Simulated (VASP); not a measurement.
An input for Ansatz (written as the equivalent of a VASP run, and not itself run):

Ansatz 0.2 input:
```yaml
crystal:
  lattice:
    - [0.0000000, 3.2789738, 3.2789738]
    - [3.2789738, 0.0000000, 3.2789738]
    - [3.2789738, 3.2789738, 0.0000000]
  atoms:
    - { symbol: Cd, position: [0.0000000, 0.0000000, 0.0000000] }
    - { symbol: Te, position: [0.2500000, 0.2500000, 0.2500000] }
kpoints:
  mp_grid: { grid: [6, 6, 6] }
hamiltonian:
  xc: hse06
  pseudopotentials: { kind: paw }
scf:
  occupations: { method: gaussian, width: 0.05 }
  max_iter: 60
output: { forces: true, stress: true, eigenvalues: true }
```

Q: Translate this input to VASP (INCAR, KPOINTS, POSCAR, choice of POTCAR).

A: This is not unique; one that fits is 
**INCAR**
```
AEXX = 0.25
ALGO = Normal
EDIFF = 1E-6
ENCUT = 520
GGA = PE
HFSCREEN = 0.2
ISIF = 2
ISMEAR = 0
ISYM = 3
LASPH = .TRUE.
LCHARG = .FALSE.
LHFCALC = .TRUE.
LMAXMIX = 4
LREAL = .FALSE.
LWAVE = .FALSE.
NELM = 60
PREC = Accurate
PRECFOCK = Fast
SIGMA = 0.05
SYSTEM = CdTe
```

**KPOINTS**
```
Automatic
0
Gamma
 6 6 6
```

POSCAR:
```
CdTe
1
    0.0000000000     3.2789737792     3.2789737792
    3.2789737792     0.0000000000     3.2789737792
    3.2789737792     3.2789737792     0.0000000000
Cd Te
1 1
Direct
  0.0000000000   0.0000000000   0.0000000000
  0.2500000000   0.2500000000   0.2500000000
```

POTCAR, in this order: Cd Te (PBE.64 set). Program: vasp_std. Read from the step before: WAVECAR.

The two are equivalent in intent, not identical: each code has its own PAW files, so the cut-off isn't converted (ENCUT is set for VASP's; basis.ecutwfc is left out, and Ansatz then takes the one that its files recommend); Ansatz stops its SCF on the density residual and VASP on the energy change (EDIFF); Ansatz's hse06 screens at 0.11 per bohr (0.208 per Å), slightly more than HFSCREEN = 0.2.

The compound is CdTe in the zinc blende structure. This cell is one point of a volume scan, at 0.97 of the reference volume.
